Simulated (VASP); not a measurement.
Output of a VASP run:

**OSZICAR**
```
       N       E                     dE             d eps       ncg     rms          rms(c)
DAV:   1    -0.529460137054E+00   -0.52946E+00   -0.33583E+03   464   0.783E+02
DAV:   2    -0.183128371171E+02   -0.17783E+02   -0.16995E+02   712   0.834E+01
DAV:   3    -0.185390833381E+02   -0.22625E+00   -0.22625E+00   592   0.117E+01
DAV:   4    -0.185402504314E+02   -0.11671E-02   -0.11671E-02   752   0.907E-01
DAV:   5    -0.185402509397E+02   -0.50826E-06   -0.50825E-06   584   0.204E-02    0.566E+00
DAV:   6    -0.173513894228E+02    0.11889E+01   -0.13646E-01   504   0.292E+00    0.391E+00
DAV:   7    -0.182189100034E+02   -0.86752E+00   -0.54852E-01   496   0.384E+00    0.767E-01
DAV:   8    -0.173187217021E+02    0.90019E+00   -0.10469E-01   488   0.243E+00    0.346E-01
DAV:   9    -0.173246177938E+02   -0.58961E-02   -0.16989E-02   496   0.139E+00    0.170E-01
DAV:  10    -0.173612603360E+02   -0.36643E-01   -0.13779E-02   480   0.110E+00    0.149E-01
DAV:  11    -0.173612644498E+02   -0.41138E-05   -0.40766E-04   672   0.182E-01    0.112E-01
DAV:  12    -0.173611284761E+02    0.13597E-03   -0.30945E-05   536   0.640E-02    0.712E-02
DAV:  13    -0.173613930016E+02   -0.26453E-03   -0.95987E-05   504   0.926E-02    0.655E-03
DAV:  14    -0.173613724455E+02    0.20556E-04   -0.26059E-05   512   0.479E-02    0.494E-03
DAV:  15    -0.173613722882E+02    0.15726E-06   -0.51967E-07   728   0.673E-03    0.434E-03
DAV:  16    -0.173613719687E+02    0.31951E-06   -0.38208E-08   368   0.263E-03    0.468E-03
DAV:  17    -0.173613720217E+02   -0.53020E-07   -0.23930E-07   528   0.566E-03
   1 F= -.17361372E+02 E0= -.17361372E+02  d E =-.890451E-16
```

**OUTCAR**
```
------------------------ aborting loop because EDIFF is reached ----------------------------------------
  FORCE on cell =-STRESS in cart. coord.  units (eV):
  Direction    XX          YY          ZZ          XY          YZ          ZX
  --------------------------------------------------------------------------------------
  Total       -1.3478215     -1.3478215     -1.3478215      0.0000000      0.0000000     -0.0000000
  in kB      -50.8695253    -50.8695253    -50.8695253      0.0000000      0.0000000     -0.0000000
  external PRESSURE =     -50.8695253 kB  Pullay stress =       0.0000000 kB
  volume of cell :       42.45
      direct lattice vectors                 reciprocal lattice vectors
     0.000000000  2.768758619  2.768758619    -0.180586345  0.180586345  0.180586345
     2.768758619  0.000000000  2.768758619     0.180586345 -0.180586345  0.180586345
     2.768758619  2.768758619  0.000000000     0.180586345  0.180586345 -0.180586345
 POSITION                                       TOTAL-FORCE (eV/Angst)
 -----------------------------------------------------------------------------------
      0.00000      0.00000      0.00000        -0.000000     -0.000000     -0.000000
      1.38438      1.38438      1.38438         0.000000      0.000000      0.000000
 -----------------------------------------------------------------------------------
    total drift:                               -0.000000     -0.000000     -0.000000
  FREE ENERGIE OF THE ION-ELECTRON SYSTEM (eV)
  ---------------------------------------------------
  free  energy   TOTEN  =       -17.3613720217 eV

  energy  without entropy=      -17.3613720217  energy(sigma->0) =      -17.36137202
```
(Selected blocks of OUTCAR.)

File POSCAR:
```
Si
1
    0.0000000000     2.7687586193     2.7687586193
    2.7687586193     0.0000000000     2.7687586193
    2.7687586193     2.7687586193     0.0000000000
Si
2
Direct
  0.0000000000   0.0000000000   0.0000000000
  0.2500000000   0.2500000000   0.2500000000
```

Task: Write an INCAR and KPOINTS that could have produced this output.

Result: One answer among several that fit: the input of the run itself, r2SCAN+rVV10, plane waves, VASP's PBE PAW potentials (set 64).

### INCAR
```
ALGO = Normal
BPARAM = 11.95
CPARAM = 0.0093
EDIFF = 1E-7
ENCUT = 520
ISIF = 2
ISMEAR = 0
LASPH = .TRUE.
LCHARG = .FALSE.
LMIXTAU = .TRUE.
LREAL = .FALSE.
LUSE_VDW = .TRUE.
LWAVE = .FALSE.
METAGGA = R2SCAN
NELM = 100
PREC = Accurate
SIGMA = 0.05
SYSTEM = Si
```

File KPOINTS:
```
Automatic mesh
0
Gamma
8 8 8
0 0 0
```

POTCAR, in this order: Si (PBE.64 set). Program: vasp_std.

The compound is Si in the diamond structure. This cell is one point of a volume scan, at 1.06 of the reference volume.
